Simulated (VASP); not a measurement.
Calculation: PBE GGA, VASP's PBE PAW potentials (set 64) (plane waves; VASP 6.6.1).

VASP ran on this input.

File POSCAR:
```
MgS
3.6769550
  0.0000000000   0.7071068316   0.7071068316
  0.7071068316   0.0000000000   0.7071068316
  0.7071068316   0.7071068316   0.0000000000
Mg S
1 1
Direct
  0.0000000000   0.0000000000   0.0000000000
  0.5000000000   0.5000000000   0.5000000000
```

**KPOINTS**
```
Automatic mesh
0
Gamma
8 8 8
0 0 0
```

INCAR:
```
ALGO = Normal
EDIFF = 1E-6
ENCUT = 400
GGA = PE
ISIF = 2
ISMEAR = 0
LASPH = .TRUE.
LCHARG = .FALSE.
LREAL = .FALSE.
LWAVE = .FALSE.
NBANDS = 6
NELM = 100
PREC = Accurate
SIGMA = 0.05
SYSTEM = MgS
```

POTCAR, in this order: Mg S (PBE.64 set). Program: vasp_std.

The resulting files:

**OSZICAR**
```
       N       E                     dE             d eps       ncg     rms          rms(c)
DAV:   1     0.275529364416E+02    0.27553E+02   -0.31803E+03   354   0.862E+02
DAV:   2    -0.757526814530E+01   -0.35128E+02   -0.32444E+02   492   0.136E+02
DAV:   3    -0.889751429357E+01   -0.13222E+01   -0.13222E+01   390   0.369E+01
DAV:   4    -0.890535679233E+01   -0.78425E-02   -0.78425E-02   576   0.331E+00
DAV:   5    -0.890538292955E+01   -0.26137E-04   -0.26137E-04   456   0.116E-01    0.441E+00
DAV:   6    -0.854193577962E+01    0.36345E+00   -0.93931E-01   354   0.641E+00    0.358E+00
DAV:   7    -0.850106205964E+01    0.40874E-01   -0.22927E-01   390   0.331E+00    0.226E+00
DAV:   8    -0.850114351650E+01   -0.81457E-04   -0.11058E-02   384   0.121E+00    0.599E-01
DAV:   9    -0.850106953094E+01    0.73986E-04   -0.25390E-04   504   0.172E-01    0.210E-01
DAV:  10    -0.850111964044E+01   -0.50109E-04   -0.10474E-04   408   0.108E-01    0.861E-03
DAV:  11    -0.850111928764E+01    0.35279E-06   -0.86764E-06   450   0.221E-02
   1 F= -.85011193E+01 E0= -.85011193E+01  d E =-.111620E-11
```

**OUTCAR**
```
------------------------ aborting loop because EDIFF is reached ----------------------------------------
  FORCE on cell =-STRESS in cart. coord.  units (eV):
  Direction    XX          YY          ZZ          XY          YZ          ZX
  --------------------------------------------------------------------------------------
  Total        0.2261109      0.2261109      0.2261109      0.0000000      0.0000000     -0.0000000
  in kB       10.3058073     10.3058073     10.3058073      0.0000000      0.0000000     -0.0000000
  external PRESSURE =      10.3058073 kB  Pullay stress =       0.0000000 kB
  volume of cell :       35.15
      direct lattice vectors                 reciprocal lattice vectors
     0.000000000  2.600000000  2.600000000    -0.192307692  0.192307692  0.192307692
     2.600000000  0.000000000  2.600000000     0.192307692 -0.192307692  0.192307692
     2.600000000  2.600000000  0.000000000     0.192307692  0.192307692 -0.192307692
 POSITION                                       TOTAL-FORCE (eV/Angst)
 -----------------------------------------------------------------------------------
      0.00000      0.00000      0.00000        -0.000000      0.000000      0.000000
      2.60000      2.60000      2.60000         0.000000     -0.000000      0.000000
 -----------------------------------------------------------------------------------
    total drift:                               -0.000000     -0.000000      0.000000
  FREE ENERGIE OF THE ION-ELECTRON SYSTEM (eV)
  ---------------------------------------------------
  free  energy   TOTEN  =        -8.5011192876 eV

  energy  without entropy=       -8.5011192876  energy(sigma->0) =       -8.50111929
```
(Selected blocks of OUTCAR.)

The compound is MgS in the rock salt structure. The cell was not relaxed at this level. The run is one of a series of settings (NBANDS = 6 against the base run), some of them coarse on purpose.
